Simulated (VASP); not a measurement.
# CuPdSe2: single point with LDA+U

CuPdSe2:

```
Cu Pd Se
1.0
     1.90726    1.10116    6.92410
    -1.90726    1.10116    6.92410
     0.00000   -2.20232    6.92410
Cu Pd Se
1 1 2
Direct
  0.50000 0.50000 0.50000
  0.00000 0.00000 0.00000
  0.26670 0.26670 0.26670
  0.73330 0.73330 0.73330
```

The cell comes from a database or a generator and needn't be the stable form of this composition.

```json
{"Program": "VASP 6.6.1", "Task": "single point", "Functional": "LDA", "Potentials or basis": "VASP PAW LDA potentials, release 64 (Cu, Pd, Se)", "Cutoff": "520 eV", "k mesh": "6 × 6 × 6", "Occupations": "gaussian, width 0.05 eV", "Spin": "collinear spin, ferromagnetic start", "Starting moments": "[0.6, 0.0, 0.0, 0.0] μB", "Hubbard terms": "Cu d U = 7 eV, Pd d U = 7 eV", "Further INCAR settings": "ALGO = Fast; EDIFF = 1e-07"}
```

```
Pressure                                              : -14.9 GPa
Largest force                                         : 0.239 eV/Å
Band gap on the k mesh                                : none (metal or under the smearing width)
Net moment                                            : 0.00 μB per cell
Valence electrons inside the program's atomic spheres : Cu 9.87; Pd 10.02; Se 3.67
```

Forces on the atoms (eV/Å):
```
Cu   0.000  0.000  0.000
Pd   0.000  0.000  0.000
Se   0.000  0.000  0.239
Se   0.000  0.000 -0.239
```

Stress tensor (GPa, compression positive):
```
-14.17   0.00   0.00
  0.00 -14.17   0.00
  0.00   0.00 -16.31
```

Levels at points of the mesh, in eV from the Fermi level:
Spin up:
```
           k point  band 12  band 13  band 14  band 15  band 16  band 17  band 18  band 19  band 20
(0.00, 0.00, 0.00)    -2.98    -2.93    -0.96    -0.27    -0.27     1.33     1.38     1.38     4.81
(0.50, 0.00, 0.00)    -3.08    -2.89    -2.60    -1.77    -1.39    -0.09     0.83     2.78     4.27
(0.50, 0.50, 0.00)    -2.89    -2.83    -2.65    -1.98    -1.79     1.03     1.26     1.41     3.54
(0.50, 0.50, 0.50)    -2.99    -2.80    -2.40    -0.13    -0.13     1.25     1.25     3.46     4.58
```
Spin down:
| k point | band 13 | band 14 | band 15 | band 16 | band 17 | band 18 | band 19 | band 20 |
| --- | --- | --- | --- | --- | --- | --- | --- | --- |
| (0.00, 0.00, 0.00) | -2.93 | -0.96 | -0.27 | -0.27 | 1.33 | 1.38 | 1.38 | 4.81 |
| (0.50, 0.00, 0.00) | -2.89 | -2.60 | -1.77 | -1.39 | -0.09 | 0.83 | 2.78 | 4.27 |
| (0.50, 0.50, 0.00) | -2.83 | -2.65 | -1.98 | -1.79 | 1.03 | 1.26 | 1.41 | 3.54 |
| (0.50, 0.50, 0.50) | -2.80 | -2.40 | -0.13 | -0.13 | 1.25 | 1.25 | 3.46 | 4.58 |

Eigenvalues of the final occupation matrices:
| site | spin | trace | eigenvalues |
| --- | --- | --- | --- |
| site 1 d | 1 | 4.77 | 0.95 0.95 0.96 0.96 0.96 |
| site 1 d | 2 | 4.77 | 0.95 0.95 0.96 0.96 0.96 |
| site 2 d | 1 | 4.63 | 0.83 0.83 0.99 0.99 0.99 |
| site 2 d | 2 | 4.63 | 0.83 0.83 0.99 0.99 0.99 |

Run time: 6.7 min on 1 thread of AMD EPYC 7R13 Processor (Zen 3), with other jobs on the host, peak memory 0.36 GiB.

The state reached can hang on the start; a lower one may exist.
